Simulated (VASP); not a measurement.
```
Mg3Sb2
1.0
    2.28653    -3.96038     0.00000
    2.28653     3.96038     0.00000
    0.00000     0.00000     7.22887
Mg Sb
3 2
Direct
  0.00000   0.00000   0.00000
  0.33333   0.66667   0.63269
  0.66667   0.33333   0.36731
  0.33333   0.66667   0.22521
  0.66667   0.33333   0.77479
```

Level of theory: optB86b-vdW, VASP's PBE PAW potentials (set 64) (plane waves; VASP). Settings: 520 eV cut-off, 6×6×4 Γ-centred mesh, tetrahedra with Blöchl corrections, potentials Mg Sb.

The cores are frozen, which limits the accuracy of field gradients.

Question: Give the principal components of the electric field gradient (V/Å²) and the asymmetry η at each nucleus.

Answer: 
| atom | Vxx | Vyy | Vzz | η |
|---|---|---|---|---|
| Mg1 | -0.7 | -0.7 | 1.4 | 0.00 |
| Mg2 | -0.6 | -0.6 | 1.3 | 0.00 |
| Mg3 | -0.6 | -0.6 | 1.3 | 0.00 |
| Sb4 | -20.0 | -20.0 | 40.0 | 0.00 |
| Sb5 | -20.0 | -20.0 | 40.0 | 0.00 |

The compound is Mg3Sb2 in the a-la2o3 structure. It was relaxed first.
